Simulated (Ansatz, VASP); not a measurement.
Two plane-wave programs on GaSnP

File INCAR:

```
SYSTEM = GaSnP
PREC = Accurate
ENCUT = 520
EDIFF = 1E-6
ISMEAR = 0
SIGMA = 0.1
LREAL = .FALSE.
LASPH = .TRUE.
NELM = 80
ALGO = Normal
ISIF = 2
LWAVE = .FALSE.
LCHARG = .FALSE.
GGA = PE
NBANDS = 23
```

File KPOINTS:

```
regular mesh
0
G
  6 6 2
  0 0 0
```

Contents of POSCAR:

```
GaSnP
1.0
    3.3185984600      0.0000000000      0.0000000000
   -1.6592992300      2.8739905700      0.0000000000
    0.0000000000      0.0000000000      8.5837239900
Ga Sn P
1 1 1
Direct
    0.0000000000      0.0000000000      0.1417770200
    0.0000000000      0.0000000000      0.4465739500
    0.0000000000      0.0000000000      0.8993445000
```

Input for Ansatz:

```yaml
crystal:
  lattice:
    - [3.31859846, 0.0, 0.0]
    - [-1.65929923, 2.87399057, 0.0]
    - [0.0, 0.0, 8.58372399]
  atoms:
    - { symbol: Ga, position: [0.0, 0.0, 0.14177702] }
    - { symbol: Sn, position: [0.0, 0.0, 0.44657395] }
    - { symbol: P, position: [0.0, 0.0, 0.8993445] }
basis:
  ecutwfc: 420
kpoints:
  mp_grid: { grid: [6, 6, 2] }
hamiltonian:
  xc: pbe
scf:
  occupations: { method: gaussian, width: 0.1 }
  lower_state_search: "off"
output:
  forces: true
  stress: true
  eigenvalues: true
```

Alike in both runs: task single point; functional PBE; k mesh 6 × 6 × 2; occupations gaussian, width 0.1 eV; no spin polarisation.

|  | VASP | Ansatz |
| --- | --- | --- |
| version | VASP 6.6.1 | Ansatz 0.2.0 |
| potentials or method | VASP PAW PBE potentials, release 64 (Ga_d, Sn_d, P) | scalar-relativistic, plane waves, PAW |
| plane-wave cutoff (eV) | 520 | 420 |
| valence electrons in the cell | 32 | 32 |

Ansatz gave:

* gap on the k mesh at the Fermi level (eV): none
* pressure (GPa): 1.6
* largest component of the traceless stress (GPa): 13.08
* rms of the force components (eV/Å): 1.330

Problem. Which values does VASP return?

Solution. gap on the k mesh at the Fermi level (eV): none; pressure (GPa): 1.5; largest component of the traceless stress (GPa): 12.97; rms of the force components (eV/Å): 1.304.

Atom by atom the forces differ by 0.027 eV/Å (rms over components). A gap of «none» marks a metal or a gap that the smearing closes. With one functional, cell and mesh, what is left measures potentials, basis and numerics.

Caveats: the k mesh is coarse (spacing up to 0.37 Å⁻¹), so the values aren't converged; this functional lacks dispersion, which binds the layers, so the pressure and a relaxed spacing across them are unreliable; forces of over 1 eV/Å show positions far from the minimum, so gaps and moduli don't describe the material at rest.
